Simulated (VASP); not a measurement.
OSZICAR of a VASP run on WS$_{2}$ (2H layered):

File OSZICAR:
```
       N       E                     dE             d eps       ncg     rms          rms(c)
DAV:   1     0.362078662915E+03    0.36208E+03   -0.25976E+04  2232   0.140E+03
DAV:   2    -0.125997343103E+03   -0.48808E+03   -0.47728E+03  2425   0.405E+02
DAV:   3    -0.154285837397E+03   -0.28288E+02   -0.27957E+02  2466   0.918E+01
DAV:   4    -0.155020371772E+03   -0.73453E+00   -0.73223E+00  2483   0.154E+01
DAV:   5    -0.155041027187E+03   -0.20655E-01   -0.20646E-01  2546   0.253E+00    0.349E+01
DAV:   6    -0.147984705100E+03    0.70563E+01   -0.15624E+01  2339   0.277E+01    0.151E+01
DAV:   7    -0.142626230319E+03    0.53585E+01   -0.50299E+00  2463   0.104E+01    0.473E+00
DAV:   8    -0.142218572305E+03    0.40766E+00   -0.12699E+00  2496   0.714E+00    0.327E+00
DAV:   9    -0.140417839996E+03    0.18007E+01   -0.25077E-01  2295   0.319E+00    0.136E+00
DAV:  10    -0.139549773587E+03    0.86807E+00   -0.20763E-01  2351   0.319E+00    0.426E-01
DAV:  11    -0.139327404242E+03    0.22237E+00   -0.69708E-02  2334   0.169E+00    0.325E-01
DAV:  12    -0.139397991687E+03   -0.70587E-01   -0.26293E-02  2376   0.116E+00    0.321E-01
DAV:  13    -0.139678854817E+03   -0.28086E+00   -0.22280E-01  2138   0.279E+00    0.475E-01
DAV:  14    -0.139713432160E+03   -0.34577E-01   -0.16083E-02  2406   0.829E-01    0.187E-01
DAV:  15    -0.139715537871E+03   -0.21057E-02   -0.98436E-04  2579   0.167E-01    0.210E-01
DAV:  16    -0.139713595146E+03    0.19427E-02   -0.20453E-03  2647   0.278E-01    0.118E-01
DAV:  17    -0.139717207020E+03   -0.36119E-02   -0.64323E-03  2243   0.519E-01    0.196E-01
DAV:  18    -0.139717632916E+03   -0.42590E-03   -0.35085E-04  2194   0.981E-02    0.117E-01
DAV:  19    -0.139717671425E+03   -0.38509E-04   -0.81373E-06  1636   0.195E-02    0.120E-01
DAV:  20    -0.139717616441E+03    0.54984E-04   -0.35512E-05  2119   0.320E-02    0.136E-01
DAV:  21    -0.139718431922E+03   -0.81548E-03   -0.74935E-04  2313   0.163E-01    0.100E-01
DAV:  22    -0.139718417709E+03    0.14213E-04   -0.16044E-04  2414   0.566E-02    0.924E-02
DAV:  23    -0.139718418056E+03   -0.34685E-06   -0.80584E-06  1499   0.151E-02
   1 F= -.13971842E+03 E0= -.13971842E+03  d E =-.139718E+03
       N       E                     dE             d eps       ncg     rms          rms(c)
DAV:   1    -0.139867319933E+03   -0.14890E+00   -0.42088E+01  2005   0.249E+01    0.852E+00
DAV:   2    -0.140113732250E+03   -0.24641E+00   -0.19799E+00  2371   0.633E+00    0.261E+00
DAV:   3    -0.140158500963E+03   -0.44769E-01   -0.47616E-02  2277   0.144E+00    0.196E+00
DAV:   4    -0.140152219737E+03    0.62812E-02   -0.53793E-02  2257   0.125E+00    0.974E-01
DAV:   5    -0.140158952809E+03   -0.67331E-02   -0.17890E-02  2257   0.886E-01    0.232E-01
DAV:   6    -0.140159804927E+03   -0.85212E-03   -0.92577E-04  2100   0.209E-01    0.960E-02
DAV:   7    -0.140160040249E+03   -0.23532E-03   -0.55772E-04  2047   0.142E-01    0.497E-02
DAV:   8    -0.140160038589E+03    0.16593E-05   -0.10067E-04  2071   0.672E-02    0.164E-02
DAV:   9    -0.140160059506E+03   -0.20917E-04   -0.37362E-05  1902   0.420E-02    0.103E-02
DAV:  10    -0.140160056848E+03    0.26582E-05   -0.10775E-05  1553   0.232E-02
   2 F= -.14016006E+03 E0= -.14016006E+03  d E =-.441639E+00
       N       E                     dE             d eps       ncg     rms          rms(c)
DAV:   1    -0.140162849970E+03   -0.27905E-02   -0.76175E-01  2026   0.340E+00    0.863E-01
DAV:   2    -0.140165874869E+03   -0.30249E-02   -0.34057E-02  2429   0.845E-01    0.336E-01
DAV:   3    -0.140167078489E+03   -0.12036E-02   -0.15446E-03  2138   0.285E-01    0.226E-01
DAV:   4    -0.140167096848E+03   -0.18358E-04   -0.96665E-04  2380   0.179E-01    0.106E-01
DAV:   5    -0.140167156370E+03   -0.59523E-04   -0.37049E-04  2027   0.117E-01    0.219E-02
DAV:   6    -0.140167162767E+03   -0.63962E-05   -0.40189E-05  2134   0.386E-02
   3 F= -.14016716E+03 E0= -.14016716E+03  d E =-.448745E+00
```

Question: Which electronic solver shows in the log?

Answer: It is blocked Davidson (ALGO = Normal, or the opening steps of other solvers). The INCAR had ALGO = Normal.

Question: Can the final energy be trusted as converged?

Answer: The run converged. It stopped with EDIFF = 1E-5, NELM = 100, NSW = 20 and EDIFFG = -0.03 after 3 ionic steps (r2SCAN meta-GGA, plane waves, VASP's PBE PAW potentials (set 64)).

The compound is WS2 in the 2H layered structure. This run relaxes the ions in a fixed cell. Symmetry was kept, so distortions that lower it aren't found.
